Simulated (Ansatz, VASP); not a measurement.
# Cross-check of Mg (Magnesium) between VASP and Ansatz

Aim: how closely do two programs agree when they are given the same cell, functional and k mesh? The structure shown is the end of the Ansatz relaxation below.

Calculated with Ansatz 0.2.0; plane waves, with VASP 6.6.1 beside it; single point at PBEsol.

## (1) The starting structure

The structure is hexagonal, space group P6_3/mmc (No. 194). The conventional cell has a = 3.102 Å, b = 3.102 Å, c = 4.966 Å, α = 90.00°, β = 90.00°, γ = 120.00°. Mg has 12 Mg at 3.06 to 3.10 Å nearest.

## (2) Ansatz: relaxation, PBEsol

Ansatz runs on its PAW soft_1 files.

This run makes the geometry at which the two programs are then compared.

The input, input.yaml:

```yaml
crystal:
  lattice:
    - [3.1023780632, 0.0, 0.0]
    - [-1.5511890316, 2.6867382149, 0.0]
    - [0.0, 0.0, 4.9644103952]
  atoms:
    - { symbol: Mg, position: [0.3333333333, 0.6666666667, 0.25] }
    - { symbol: Mg, position: [0.6666666667, 0.3333333333, 0.75] }
kpoints:
  mp_grid: { grid: [15, 15, 8] }
hamiltonian:
  xc: pbesol
  pseudopotentials: { kind: paw, azcp: { folder: soft_1 }, xc_functional: pbe }
scf:
  occupations: { method: methfessel_paxton, width: 0.2 }
output:
  forces: true
  stress: true
  eigenvalues: true
relax:
  adjacent_minimum: "off"
  f_tol: 0.001
  max_steps: 60
  cell: { stress_tol: 0.01, fix: [volume] }
```

Started as:

```bash
ansatz run input.yaml --threads 4 --pin off --max-ram 10240MiB --backend cpu --events-out ev --progress --plain --runs-dir out
```

Numbers of over 12 decimals in the logs are rounded to 6 here.

Log:

```text
Engine: ansatz 0.2.0, aarch64-unknown-linux-gnu
Pseudopotentials: kind: paw
Pseudopotential: Mg, paw, valence charge 10, recommended cutoff 420 eV (normal), soft_1/Mg.paw.azcp
Functional definition: PBEsol
  exchange = pbesol_x
  correlation = pbesol_c
Crystal: 2 atoms, lattice volume = 41.380 Å³
Basis set: ecut = 420 eV, 785 PW (Γ), exchange–correlation on 48×48×72 points (8 copies of the dense FFT grid, shifted against one another)
Bands: 14, of which v1, the nominal top of the filled ones, is band 10 counted from 1 (9 counted from 0)
Symmetry: 24 space group operations
Space group: P63/mmc (ITA 194), of the structure as read, at distance tolerance 3.5e-5 Å
k-points: 135 of 1800
Non-local potential: Mg, projectors of the file, l = 0: 3, l = 1: 2, l = 2: 1
PAW form: soft (Blöchl's): semilocal exchange-correlation on the pseudo side does not see the compensation charge
PAW frozen core: Mg, regenerated for the run's functional, and the local potential with it (the file was generated under x = pbe(κ = 0.804, μ = 0.219515), c = pbe(β = 0.066725))
PAW one-centre angular grid: Mg, 110 points (default); XC on 64 Gauss nodes
Initial density: superposition of atomic densities (chi_scale 0.1, normalization cell)
Initial wavefunctions: pseudopotential atomic-orbital guess
Functional: x = pbesol(κ = 0.804, μ = 0.123457), c = pbesol(β = 0.046)
SCF iter   1: F=—  HF=-3824.099629 eV  |F-HF|=—  |Δ(HF+E_count)|=         —  Δρ=1.47e-2  dr2=1.12e-1  ethr=3.10e-3  ⟨swp⟩=5.0  Hψ=9453  notcnv=0
preconditioner: auto → none  [metal: Δε(μ)=0.037 eV  Ē_g=7.351 eV  σ=0.200 eV  W_gap=0.15  n_scr=8 (ndim 8)  ℏωp=11.5 eV  f_vac=0.000  D(μ)=0.81/eV (n_scr^D=2)  sad-step TF]
SCF iter   2: F=—  HF=-3824.086635 eV  |F-HF|=—  |Δ(HF+E_count)|=   1.30e-2  S|Δr|=    0.00e0  Δρ=1.03e-2  dr2=5.69e-2  ethr=5.59e-4  ⟨swp⟩=1.0  Hψ=2970  notcnv=0
SCF iter   3: F=—  HF=-3824.066441 eV  |F-HF|=—  |Δ(HF+E_count)|=   2.02e-2  S|Δr|=    0.00e0  Δρ=1.74e-3  dr2=7.47e-4  ethr=2.84e-4  ⟨swp⟩=2.5  Hψ=2909  notcnv=0
SCF iter   4: F=—  HF=-3824.066517 eV  |F-HF|=—  |Δ(HF+E_count)|=   7.60e-5  S|Δr|=    0.00e0  Δρ=5.33e-4  dr2=4.57e-5  ethr=3.73e-6  ⟨swp⟩=2.0  Hψ=2990  notcnv=0
SCF iter   5: F=—  HF=-3824.066427 eV  |F-HF|=—  |Δ(HF+E_count)|=   8.98e-5  S|Δr|=    0.00e0  Δρ=9.47e-5  dr2=1.03e-6  ethr=2.29e-7  ⟨swp⟩=2.0  Hψ=3250  notcnv=0
SCF iter   6: F=-3824.066425 eV  HF=-3824.066425 eV  |F-HF|=5.08e-10  |Δ(HF+E_count)|=   1.68e-6  S|Δr|=    0.00e0  Δρ=1.70e-6  dr2=4.47e-10  ethr=5.00e-10  ⟨swp⟩=6.8  Hψ=9252  notcnv=0
SCF 1 converged in 6 iterations: F = -3824.066425 eV  dr2 = 4.47e-10
  greatest PAW one-centre occupation: 1.000 electrons in one spin orbital (limit 2), on the Mg atom at site 1 (counted from 0), in its partial waves of l = 0
relax step   1: F+E_penalty+E_count = -3824.06642513 eV  Δ(F+E_penalty+E_count) = +0.000e0 eV  max|allowed force component| = 6.939e-18 eV/Å  Δτ_max = 0.0000 Å  P = +3.674 GPa  Ω = 41.380 Å³  fix = [volume]  reactions: volume +3.674 GPa  (6 SCF iters, dr2 threshold 1.00e-7 eV, accepted)
[...]
relax step   2: F+E_penalty+E_count = -3824.06642629 eV  Δ(F+E_penalty+E_count) = -1.164e-6 eV  max|allowed force component| = 3.701e-17 eV/Å  Δτ_max = 0.0000 Å  P = +3.674 GPa  Ω = 41.380 Å³  energy of the carried Pulay correction = +3.121e-8 eV  fix = [volume]  reactions: volume +3.674 GPa  (3 SCF iters, dr2 threshold 1.13e-9 eV, accepted)
[...]
relax step   3: F+E_penalty+E_count = -3824.06642626 eV  Δ(F+E_penalty+E_count) = +3.737e-8 eV  max|allowed force component| = 3.701e-17 eV/Å  Δτ_max = 0.0000 Å  P = +3.674 GPa  Ω = 41.380 Å³  fix = [volume]  reactions: volume +3.674 GPa  stress off target by 4.88e-3 GPa on what of the cell is left free  SCF on the basis re-selected at this cell (its energy is not comparable with the rows above)  (4 SCF iters)
basis re-selected at this cell: Δ(F+E_penalty+E_count) = +3.737e-8 eV, ΔP = +0.000 GPa vs the last step (what re-selecting the basis moved, of the pressure what is left beyond the Pulay correction that the steps carried, after the strain that the cell walked since its last selection, with what the two solves' SCF thresholds leave and, on support functions, any second-order correction that the steps lacked; it is no m [...]
SCF converged after 4 iterations
Stability not checked: this state was not tested for a lower state beside it, because cold or Methfessel-Paxton smearing, or corrected tetrahedra, fill the levels in a way that the test cannot read (fill_not_monotonic; see scf.lower_state_search)
Free energy (F): -3824.066426 eV
Harris-Foulkes:  -3824.066426 eV  (|F-HF|=9.09e-13)
Internal energy: -3824.065369 eV  (E = F + TS)
E sigma→0 (E₀):  -3824.066162 eV
Entropy (-TS):   -0.001057 eV (-0.528 meV/atom)
Fermi energy:    6.443963 eV
--- Per-component energies (eV) ---
  E_band       = -693.949990
  E_kinetic    = 139.811572
  E_local      = -3344.817801  (includes V_loc(G=0)·N_el)
  E_nonlocal   = 391.780542
  E_hartree    = 1135.540704
  E_xc         = -52.257056
  E_vxc        = -67.744858  (∫ρ·V_xc dr)
  E_paw        = -579.422080  (= ΣΔE_a)
  E_vpaw       = -84.060560  (= ΣTr[D̂ρ^β])
  E_aug_tail   = -0.000289  (compensation charges beyond the density's cutoff)
  E_ewald      = -1514.818686
  E_core_change = 0.117725  (= ΣΔE_core)
  E_smearing   = -0.001057  (= −TS)
  E_closure    = -0.000000  (closes the sum)
  Σ components = -3824.066426   (vs F -3824.066426, Δ=0.00e0)
--- Forces (eV/Å), atoms counted from 1 ---
  atom   1  Mg    -0.00000000     0.00000000     0.00000000
  atom   2  Mg     0.00000000    -0.00000000     0.00000000
  max |Σ_I F_I| component: 1.39e-17 eV/Å
--- Stress (GPa, compression-positive) ---
        3.671462       0.000000       0.000000
        0.000000       3.671462       0.000000
        0.000000       0.000000       3.678782
  P = ⅓ Tr σ = 3.6739 GPa (36.739 kbar)
--- Band table (eV; the first three rows and the last of 135) ---
  k-point 0: bands = [... 6 lower, -35.9691, -35.9691, -0.9361, 4.6807, 5.3486, 17.8249, 17.8249, 18.1239]
  k-point 1: bands = [... 6 lower, -35.9694, -35.9694, -0.8401, 3.6167, 6.5740, 17.8954, 17.8954, 18.1787]
  k-point 2: bands = [... 6 lower, -35.9702, -35.9702, -0.5528, 2.4423, 8.2324, 16.2643, 18.0974, 18.0974]
  k-point 134: bands = [... 6 lower, -35.9782, -35.9782, 6.5913, 6.5913, 7.0499, 7.0499, 8.2262, 8.2262]
--- Relaxed structure (2 steps of the walk, 2 accepted, 1 SCFs on fresh bases) ---
  F+E_penalty+E_count = -3824.06642626 eV   max|allowed force component| = 3.701e-17 eV/Å   (the final SCF, on the basis selected at the relaxed cell)
  cell:  # Å, volume = 41.3797 Å³
    - [3.102032, 0.0, 0.0]
    - [-1.551016, 2.686438, 0.0]
    - [0.0, 0.0, 4.965519]
  atoms:
    - { symbol: Mg, position: [0.333333, 0.666667, 0.25] }
    - { symbol: Mg, position: [0.666667, 0.333333, 0.750000] }
```

The column dr2 measures how far the density is from self-consistency, as an energy; F and HF (Harris–Foulkes) agree once it is small.

## (3) VASP: single point, PBEsol, pair 1

The same cell, functional, mesh and smearing now go to VASP, with its own data sets.

Lines of VASP's logs that name or quote its potential files are left out, and so is its time.

The input, INCAR:

```
SYSTEM = Mg
PREC = Accurate
ENCUT = 600
EDIFF = 1E-06
NELM = 120
ISMEAR = 1
SIGMA = 0.2
LREAL = .FALSE.
ALGO = Normal
GGA = PS
NBANDS = 8
LORBIT = 11
LWAVE = .FALSE.
LCHARG = .FALSE.
ISIF = 2
LASPH = .TRUE.
GGA_COMPAT = .FALSE.
KPAR = 2
```

The input, POSCAR:

```
Mg
1.0
    3.1020318170      0.0000000000      0.0000000000
   -1.5510159085      2.6864383569      0.0000000000
    0.0000000000      0.0000000000      4.9655187038
Mg
2
Direct
    0.3333333333      0.6666666667      0.2500000000
    0.6666666667      0.3333333333      0.7500000000
```

The input, KPOINTS:

```
Automatic mesh
0
Gamma
15 15 8
0 0 0
```

The projector-augmented-wave data sets are Mg (PBE family, release 64).

Started as:

```bash
mpirun -np 2 vasp_std
```

Log:

```text
[banner, memory and clock lines left out]
running    2 mpi-ranks, on    1 nodes
 distrk:  each k-point on    1 cores,    2 groups
 distr:  one band on    1 cores,    1 groups

 POSCAR found type information on POSCAR Mg
 POSCAR found :  1 types and       2 ions
|                                                                             |
|               ----> ADVICE to this user running VASP <----                  |
|                                                                             |
|     You enforced a specific xc type in the INCAR file but a different       |
|     [... a line on the potential file left out ...]
|     I HOPE YOU KNOW WHAT YOU ARE DOING!                                     |
|                                                                             |

 LDA part: xc-table for (Slater+PW92), standard interpolation
 POSCAR, INCAR and KPOINTS ok, starting setup
 FFT: planning ... GRIDC
 FFT: planning ... GRID_SOFT
 FFT: planning ... GRID
 WAVECAR not read
 entering main loop
       N       E                     dE             d eps       ncg     rms          rms(c)
DAV:   1    -0.540330257569E+00   -0.54033E+00   -0.14539E+03  2160   0.405E+02
DAV:   2    -0.341714847664E+01   -0.28768E+01   -0.27720E+01  2952   0.246E+01
DAV:   3    -0.343083812661E+01   -0.13690E-01   -0.13586E-01  2872   0.225E+00
DAV:   4    -0.343087753682E+01   -0.39410E-04   -0.39409E-04  3112   0.973E-02
DAV:   5    -0.343087770768E+01   -0.17086E-06   -0.17091E-06  2896   0.418E-03    0.955E-01
DAV:   6    -0.341962736043E+01    0.11250E-01   -0.37283E-04  2600   0.153E-01    0.607E-01
DAV:   7    -0.340999921917E+01    0.96281E-02   -0.15720E-03  2336   0.274E-01    0.296E-02
DAV:   8    -0.340999780321E+01    0.14160E-05   -0.15100E-05  3296   0.267E-02    0.620E-03
DAV:   9    -0.340999756944E+01    0.23378E-06   -0.93712E-07  2400   0.495E-03
   1 F= -.34099976E+01 E0= -.34096598E+01  d E =-.101330E-02
```

From OUTCAR (step 3):

```text
ion  position               nearest neighbor table
   1  0.333  0.667  0.250-   2 3.06   2 3.06   2 3.06   2 3.06   2 3.06   2 3.06
   2  0.667  0.333  0.750-   1 3.06   1 3.06   1 3.06   1 3.06   1 3.06   1 3.06

  LATTYP: Found a hexagonal cell.
 ALAT       =     3.1020318170
 C/A-ratio  =     1.6007310681

 Subroutine GETGRP returns: Found 24 space group operations
 (whereof 12 operations were pure point group operations)

The static configuration has the point symmetry D_3d.
 The point group associated with its full space group is D_6h.

 Found    135 irreducible k-points:

   k-points           NKPTS =    135   k-points in BZ     NKDIM =    135   number of bands    NBANDS=      8

   dimension x,y,z NGX =    28 NGY =   28 NGZ =   40
   dimension x,y,z NGXF=    56 NGYF=   56 NGZF=   80

   ENCUT  =  600.0 eV  44.10 Ry    6.64 a.u.   6.20  6.20  9.92*2*pi/ulx,y,z

   NELECT =       4.0000    total number of electrons

 k-points in reciprocal lattice and weights: Automatic mesh
   0.00000000  0.00000000  0.00000000       0.001
   0.06666667  0.00000000  0.00000000       0.003
   0.13333333  0.00000000  0.00000000       0.003
   0.20000000  0.00000000  0.00000000       0.003
   0.26666667  0.00000000  0.00000000       0.003
   0.33333333  0.00000000  0.00000000       0.003
   0.40000000  0.00000000  0.00000000       0.003
   0.46666667  0.00000000  0.00000000       0.003
   0.06666667  0.06666667  0.00000000       0.003
[...]
0.33333333  0.26666667  0.50000000       0.007
   0.33333333  0.33333333  0.50000000       0.001

 average (electrostatic) potential at core
       1 -38.2060       2 -38.2060

 E-fermi :   3.1494

 k-point     1 :       0.0000    0.0000    0.0000
  band No.  band energies     occupation
      1      -4.2349      2.00000
      2       1.3786      2.00000
      3       2.0561      2.00000
      4      14.5346      0.00000
      5      14.5346      0.00000
      6      14.8369      0.00000
      7      14.8369      0.00000
      8      15.6512      0.00000

 k-point     2 :       0.0667    0.0000    0.0000
  band No.  band energies     occupation
      1      -4.1420      2.00000
      2       1.4622      2.00000
      3       2.1453      2.00000
      4      12.7633      0.00000
      5      13.6222      0.00000
      6      14.4573      0.00000
      7      15.8663      0.00000
      8      16.5501      0.00000

 k-point     3 :       0.1333    0.0000    0.0000
  band No.  band energies     occupation
      1      -3.8638      2.00000
      2       1.7133      2.00000
      3       2.4100      2.00000
      4      10.6241      0.00000
      5      12.7184      0.00000
      6      13.4249      0.00000
      7      15.5986      0.00000
      8      16.5425      0.00000

  Total        0.9505916      0.9505916      0.9531572      0.0000000     -0.0000000      0.0000000
  in kB       36.8058465     36.8058465     36.9051839      0.0000000     -0.0000000      0.0000000
  external PRESSURE =      36.8389590 kB  Pullay stress =       0.0000000 kB

  energy-cutoff  :      600.00
  volume of cell :       41.38
      direct lattice vectors                 reciprocal lattice vectors
     3.102031817  0.000000000  0.000000000     0.322369356  0.186120035  0.000000000
    -1.551015908  2.686438357  0.000000000     0.000000000  0.372240069  0.000000000
     0.000000000  0.000000000  4.965518704     0.000000000  0.000000000  0.201388830

 POSITION                                       TOTAL-FORCE (eV/Angst)
 -----------------------------------------------------------------------------------
     -0.00000      1.79096      1.24138         0.000000      0.000000      0.000000
      1.55102      0.89548      3.72414        -0.000000     -0.000000     -0.000000
 -----------------------------------------------------------------------------------
    total drift:                                0.000000     -0.000000      0.000000

  FREE ENERGIE OF THE ION-ELECTRON SYSTEM (eV)
  ---------------------------------------------------
  free  energy   TOTEN  =        -3.4099975694 eV

  energy  without entropy=       -3.4089842647  energy(sigma->0) =       -3.40965980

 total charge
# of ion       s       p       d       tot
------------------------------------------
    1        0.213   0.146   0.014   0.373
    2        0.213   0.146   0.014   0.373
--------------------------------------------------
tot          0.425   0.292   0.028   0.746

[... 3 further parts left out ...]
```

The run ends at a pressure of 3.68 GPa.

## (4) Side by side

Known differences besides the potentials themselves: the data sets hold 20 valence electrons in Ansatz (on its PAW soft_1 files) and 4 in VASP; the cutoff is 420 eV in Ansatz and 600 eV in VASP; Ansatz makes its cores anew for this functional, VASP keeps those of its PBE data sets; Ansatz's pressure holds a Pulay correction, VASP's none. Total energies have different zeros and are not compared.

Compared:

```tsv
quantity	Ansatz	VASP	difference
pressure (GPa)	3.67	3.68	-0.01
```

## (5) Ansatz: relaxation, PBEsol

This run makes the geometry at which the two programs are then compared. The cell compared in this pair holds 40.48 Å³, against 41.38 Å³ for the pair before.

The structure compared here is the end of the Ansatz relaxation.

input.yaml: that of step 2 with these lines changed.

```diff
@@ -2,5 +2,5 @@
   lattice:
-    - [3.1023780632, 0.0, 0.0]
-    - [-1.5511890316, 2.6867382149, 0.0]
-    - [0.0, 0.0, 4.9644103952]
+    - [3.0793884417, 0.0, 0.0]
+    - [-1.5396942209, 2.6668286187, 0.0]
+    - [0.0, 0.0, 4.9292727495]
   atoms:
```

Started as:

```bash
ansatz run input.yaml --threads 4 --pin off --max-ram 10240MiB --backend cpu --events-out ev --progress --plain --runs-dir out
```

Log:

```text
[...]
Crystal: 2 atoms, lattice volume = 40.480 Å³
Basis set: ecut = 420 eV, 785 PW (Γ), exchange–correlation on 48×48×72 points (8 copies of the dense FFT grid, shifted against one another)
Bands: 14, of which v1, the nominal top of the filled ones, is band 10 counted from 1 (9 counted from 0)
Symmetry: 24 space group operations
[...]
k-points: 135 of 1800
[...]
k-point 134: bands = [... 6 lower, -35.7490, -35.7490, 6.7852, 6.7852, 7.2368, 7.2368, 8.4865, 8.4865]
--- Relaxed structure (2 steps of the walk, 2 accepted, 1 SCFs on fresh bases) ---
[...]
cell:  # Å, volume = 40.4802 Å³
    - [3.079072, 2.886452066840302e-11, 0.0]
    - [-1.539536, 2.666555, 0.0]
    - [0.0, 0.0, 4.930286]
  atoms:
    - { symbol: Mg, position: [0.333333, 0.666667, 0.25] }
    - { symbol: Mg, position: [0.666667, 0.333333, 0.750000] }
[key lines of the parts left out:]
SCF converged after 4 iterations
Free energy (F): -3824.042561 eV
Fermi energy:    6.642324 eV
P = ⅓ Tr σ = 4.8471 GPa (48.471 kbar)
```

## (6) VASP: single point, PBEsol, pair 2

The same cell, functional, mesh and smearing now go to VASP, with its own data sets.

INCAR is that of step 3.

The input, POSCAR:

```
Mg
1.0
    3.0790719991      0.0000000000      0.0000000000
   -1.5395359996      2.6665545713      0.0000000000
    0.0000000000      0.0000000000      4.9302859849
Mg
2
Direct
    0.3333333333      0.6666666667      0.2500000000
    0.6666666667      0.3333333333      0.7500000000
```

KPOINTS is that of step 3.

Started as:

```bash
mpirun -np 2 vasp_std
```

Log:

```text
[banner, memory and clock lines left out]
running    2 mpi-ranks, on    1 nodes
[...]
[... a notice as in an earlier step ...]

 LDA part: xc-table for (Slater+PW92), standard interpolation
 POSCAR, INCAR and KPOINTS ok, starting setup
[...]
entering main loop
       N       E                     dE             d eps       ncg     rms          rms(c)
DAV:   1    -0.563802255748E+00   -0.56380E+00   -0.14761E+03  2168   0.408E+02
DAV:   2    -0.338874507137E+01   -0.28249E+01   -0.27225E+01  2864   0.243E+01
DAV:   3    -0.340730982693E+01   -0.18565E-01   -0.18566E-01  2960   0.241E+00
DAV:   4    -0.340735966975E+01   -0.49843E-04   -0.49843E-04  3088   0.104E-01
DAV:   5    -0.340735978702E+01   -0.11727E-06   -0.11747E-06  2896   0.373E-03    0.953E-01
DAV:   6    -0.339577134326E+01    0.11588E-01   -0.33172E-04  2640   0.147E-01    0.606E-01
DAV:   7    -0.338602102334E+01    0.97503E-02   -0.14032E-03  2272   0.262E-01    0.292E-02
DAV:   8    -0.338601686344E+01    0.41599E-05   -0.15192E-05  3432   0.266E-02    0.617E-03
DAV:   9    -0.338601658102E+01    0.28241E-06   -0.96108E-07  2328   0.511E-03
   1 F= -.33860166E+01 E0= -.33857427E+01  d E =-.821588E-03
```

(Part 1 of 2 ends here.)

[Lines on the potential files, build, host, timing and source positions are cut from VASP's logs without a mark.]

[Logs are printed without paths, hosts, clocks, repeated set-up lines and the standing remarks that a program may print on its own settings, such as how far it seeks lower states.]

[Hosts, paths, dates, database ids (printed as entryN), source tags and the programs' standing remarks are cut or masked in the printed files.]
